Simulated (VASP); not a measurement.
VASP ran on this input.

### INCAR
```
# general
SYSTEM  = La
PREC    = Accurate
ENCUT   = 400   # plane-wave cut-off (eV)
LREAL   = .False.   # projection in real space or not
LASPH   = .True.   # aspherical one-centre terms

# electronic loop
EDIFF   = 1E-6   # SCF stop (eV)
NELM    = 100   # most electronic steps
ALGO    = Normal   # blocked Davidson
LMAXMIX = 6

# smearing
ISMEAR  = 1
SIGMA   = 0.1   # width (eV)

# functional
GGA     = PS

# ions
IBRION  = 2   # conjugate gradients
NSW     = 60   # most ionic steps
ISIF    = 3
EDIFFG  = -0.02   # ionic stop

# output
LWAVE   = .False.
LCHARG  = .False.
```

KPOINTS:
```
K-points
0
G
  9 9 3
```

POSCAR:
```
La
1
    1.8213781103    -3.1547196315     0.0000000000
    1.8213781103     3.1547196315    -0.0000000000
   -0.0000000000     0.0000000000    11.9090862634
La
4
Direct
  0.0000000000   1.0000000000   0.5000000000
  0.0000000000   1.0000000000   0.0000000000
  0.3333330000   0.6666670000   0.2500000000
  0.6666670000   0.3333330000   0.7500000000
```

POTCAR, in this order: La (PBE.64 set). Program: vasp_std.

Translate this PBEsol calculation to Ansatz.

One equivalent input (not run):
Ansatz 0.2 input:
```yaml
crystal:
  lattice:
    - [1.8213781, -3.1547196, 0.0000000]
    - [1.8213781, 3.1547196, 0.0000000]
    - [0.0000000, 0.0000000, 11.9090863]
  atoms:
    - { symbol: La, position: [0.0000000, 1.0000000, 0.5000000] }
    - { symbol: La, position: [0.0000000, 1.0000000, 0.0000000] }
    - { symbol: La, position: [0.3333330, 0.6666670, 0.2500000] }
    - { symbol: La, position: [0.6666670, 0.3333330, 0.7500000] }
kpoints:
  mp_grid: { grid: [9, 9, 3] }
hamiltonian:
  xc: pbesol
  pseudopotentials: { kind: paw }
scf:
  occupations: { method: methfessel_paxton, width: 0.1 }
  max_iter: 100
relax:
  max_steps: 60
  f_tol: 0.02
  cell: {}
output: { forces: true, stress: true, eigenvalues: true }
```
Limits of the translation: each code has its own PAW files, so the cut-off isn't converted (ENCUT is set for VASP's; basis.ecutwfc is left out, and Ansatz then takes the one that its files recommend); Ansatz stops its SCF on the density residual and VASP on the energy change (EDIFF).

The compound is La in the dhcp structure. This run relaxes it. Symmetry was kept, so distortions that lower it aren't found. The start is the result of an earlier pass.
